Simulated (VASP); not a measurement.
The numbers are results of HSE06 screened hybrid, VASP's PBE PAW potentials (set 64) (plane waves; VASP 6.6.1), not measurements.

VASP ran on this input.

### KPOINTS
```
K-points
0
G
  4 4 4
0 0 0
```

### INCAR
```
# general
SYSTEM  =MgSe
PREC    =Accurate
ENCUT   =300
LREAL   =.FALSE.
LASPH   =.TRUE.
ISYM    =3

# electronic loop
EDIFF   =1E-6
NELM    =100
ALGO    =Normal
LMAXMIX =4

# smearing
ISMEAR  =-1
SIGMA   =0.05

# functional
GGA     =PE
LHFCALC =.TRUE.
AEXX    =0.25
HFSCREEN=0.2
PRECFOCK=Fast

# ions
ISIF    =2

# output
LWAVE   =.FALSE.
LCHARG  =.FALSE.
```

POSCAR:
```
MgSe
1
    0.0000000000     2.7484870000     2.7484870000
    2.7484870000     0.0000000000     2.7484870000
    2.7484870000     2.7484870000     0.0000000000
Mg Se
1 1
Direct
  0.0000000000   0.0000000000   0.0000000000
  0.5000000000   0.5000000000   0.5000000000
```

POTCAR, in this order: Mg Se (PBE.64 set). Program: vasp_std.

Q: What will the output report for the number of irreducible k-points (NKPTS), largest plane-wave count, number of space-group operations, FFT grid (NGX, NGY, NGZ)?

A: 
```json
{
  "number of irreducible k-points (NKPTS)": "8",
  "largest_plane_wave_count": "531",
  "number_of_space_group_operations": "48",
  "FFT grid (NGX, NGY, NGZ)": "24 × 24 × 24"
}
```

The structure comes from a computed database's MgSe entry; how it stands against other phases isn't given here. The cell was not relaxed at this level. The k-mesh is coarse (spacing up to 0.49 per Å, 2π included), so the numbers may not be converged in it. The run is one of a series of settings (AEXX = 0.25, HFSCREEN = 0.2, ISYM = 3, LHFCALC = .TRUE., PRECFOCK = Fast, KPOINTS 4×4×4 Γ-centred mesh against the base run), some of them coarse on purpose.
